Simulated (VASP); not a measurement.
Output of a VASP run:

### OSZICAR
```
       N       E                     dE             d eps       ncg     rms          rms(c)
DAV:   1     0.368731167236E+02    0.36873E+02   -0.38642E+03   896   0.864E+02
DAV:   2     0.685858293024E+00   -0.36187E+02   -0.35495E+02  1072   0.137E+02
DAV:   3    -0.500248287334E+00   -0.11861E+01   -0.11794E+01  1224   0.290E+01
DAV:   4    -0.537011785223E+00   -0.36763E-01   -0.36786E-01  1480   0.342E+00
DAV:   5    -0.537156082703E+00   -0.14430E-03   -0.14427E-03  1232   0.177E-01    0.259E+00
DAV:   6    -0.532426426708E+00    0.47297E-02   -0.95305E-03  1256   0.669E-01    0.166E+00
DAV:   7    -0.532452251941E+00   -0.25825E-04   -0.15045E-02  1152   0.887E-01    0.178E-01
DAV:   8    -0.532439791494E+00    0.12460E-04   -0.11409E-03  1272   0.287E-01    0.229E-02
DAV:   9    -0.532447457002E+00   -0.76655E-05   -0.18387E-05  1424   0.386E-02    0.107E-02
DAV:  10    -0.532448947145E+00   -0.14901E-05   -0.41048E-06  1176   0.183E-02    0.410E-03
DAV:  11    -0.532448805638E+00    0.14151E-06   -0.59527E-08   856   0.266E-03
   1 F= 0.10210524E+01 E0= 0.10215394E+01  d E =0.102105E+01
```

### OUTCAR
```
------------------------ aborting loop because EDIFF is reached ----------------------------------------
  FORCE on cell =-STRESS in cart. coord.  units (eV):
  Direction    XX          YY          ZZ          XY          YZ          ZX
  --------------------------------------------------------------------------------------
  Total        1.5431548      1.5431548      1.5431548      0.0000000      0.0000000     -0.0000000
  in kB       49.6669970     49.6669970     49.6669970      0.0000000      0.0000000     -0.0000000
  external PRESSURE =      -0.3330030 kB  Pullay stress =      50.0000000 kB
  volume of cell :       49.78
      direct lattice vectors                 reciprocal lattice vectors
    -2.317380723  2.317380723  2.317380723     0.000000000  0.215760835  0.215760835
     2.317380723 -2.317380723  2.317380723     0.215760835  0.000000000  0.215760835
     2.317380723  2.317380723 -2.317380723     0.215760835  0.215760835  0.000000000
 POSITION                                       TOTAL-FORCE (eV/Angst)
 -----------------------------------------------------------------------------------
      0.00000      0.00000      0.00000         0.000000      0.000000     -0.000000
 -----------------------------------------------------------------------------------
    total drift:                               -0.000000     -0.000000      0.000000
  FREE ENERGIE OF THE ION-ELECTRON SYSTEM (eV)
  ---------------------------------------------------
  free  energy   TOTEN  =        -0.5324488056 eV

  energy  without entropy=       -0.5309878020  energy(sigma->0) =       -0.53196180
  enthalpy is  TOTEN    =         1.0210523584 eV   P V=        1.5535011641

 reached required accuracy - stopping structural energy minimisation
```
(Selected blocks of OUTCAR.)

File POSCAR:
```
Rb
1
   -2.3173807226     2.3173807226     2.3173807226
    2.3173807226    -2.3173807226     2.3173807226
    2.3173807226     2.3173807226    -2.3173807226
Rb
1
Direct
  0.0000000000   0.0000000000   1.0000000000
```

Q: Write an INCAR and KPOINTS that could have produced this output.

A: One answer among several that fit: the input of the run itself, PBE GGA, plane waves, VASP's PBE PAW potentials (set 64).

INCAR:
```
# general
SYSTEM  = Rb
PREC    = Accurate
ENCUT   = 500   # plane-wave cut-off (eV)
LREAL   = F   # projection in real space or not
LASPH   = T   # aspherical one-centre terms

# electronic loop
EDIFF   = 1E-6   # SCF stop (eV)
NELM    = 100
ALGO    = Normal   # blocked Davidson
LMAXMIX = 4   # l cut-off of mixed one-centre charges

# smearing
ISMEAR  = 1   # Methfessel-Paxton
SIGMA   = 0.1

# functional
GGA     = PE   # PBE

# ions
IBRION  = 2
NSW     = 40   # most ionic steps
ISIF    = 3
EDIFFG  = -0.02   # ionic stop
PSTRESS = 50

# output
LWAVE   = F
LCHARG  = F
```

### KPOINTS
```
Automatic mesh
0
Gamma
11 11 11
0 0 0
```

POTCAR, in this order: Rb_sv (PBE.64 set). Program: vasp_std.

The compound is Rb in the bcc structure. It was relaxed first under an external pressure of 5 GPa.
